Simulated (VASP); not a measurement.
A run of VASP 6.6.1 is set up as follows.

File INCAR:

```
  PREC = Accurate
  ENCUT = 600
  EDIFF = 1E-6
  ISMEAR = 1
  SIGMA = 0.1
  LREAL = F
  LASPH = T
  NELM = 80
  ALGO = Normal
  ISIF = 3
  LWAVE = F
  LCHARG = F
  GGA = PS
  IBRION = 2
  NSW = 90
  EDIFFG = -0.01
  KPAR = 2
```

KPOINTS

```
regular mesh
0
Gamma
  10 10 10
```

The input POSCAR:

```
TiSi2
1.0
    0.0000000000      4.1180000000      4.2615000000
    2.3865000000      0.0000000000      4.2615000000
    2.3865000000      4.1180000000      0.0000000000
Ti Si
2 4
Direct
    0.7500000000      0.7500000000      0.7500000000
    0.5000000000      0.5000000000      0.5000000000
    0.0830000000      0.4170000000      0.0830000000
    0.4170000000      0.0830000000      0.4170000000
    0.1670000000      0.8330000000      0.1670000000
    0.8330000000      0.1670000000      0.8330000000
```

Potentials or basis: VASP PAW PBE potentials, release 64 (Ti_sv, Si).

Command:

```console
$ cat potpaw_PBE.64/Ti_sv/POTCAR potpaw_PBE.64/Si/POTCAR > POTCAR
$ mpirun -np 2 vasp_std > vasp.out
```

Predict the relaxed cell.

a = 5.899 Å, b = 4.870 Å, c = 4.734 Å, α = 75.77°, β = 53.16°, γ = 51.07°.

Predict the band gap on the k mesh.

none (metal or under the smearing width).

The path:
| step | energy change (eV) | largest force (eV/Å) | pressure (GPa) | volume (Å³) |
| --- | --- | --- | --- | --- |
| 1 | 0.0000 | 0.1693 | -1.63 | 83.76 |
| 2 | -0.0063 | 0.1149 | 1.51 | 82.05 |
| 3 | -0.0084 | 0.1340 | 0.44 | 82.61 |
| 4 | -0.0121 | 0.0834 | 0.23 | 82.68 |
| 5 | -0.0129 | 0.0393 | 0.06 | 82.75 |
| 6 | -0.0143 | 0.0109 | -0.06 | 82.86 |
| 7 | -0.0143 | 0.0048 | -0.05 | 82.85 |
| 8 | -0.0143 | 0.0009 | 0.06 | 82.79 |

Caveat: the PAW data sets were made with another functional, which shifts forces and pressure a little.
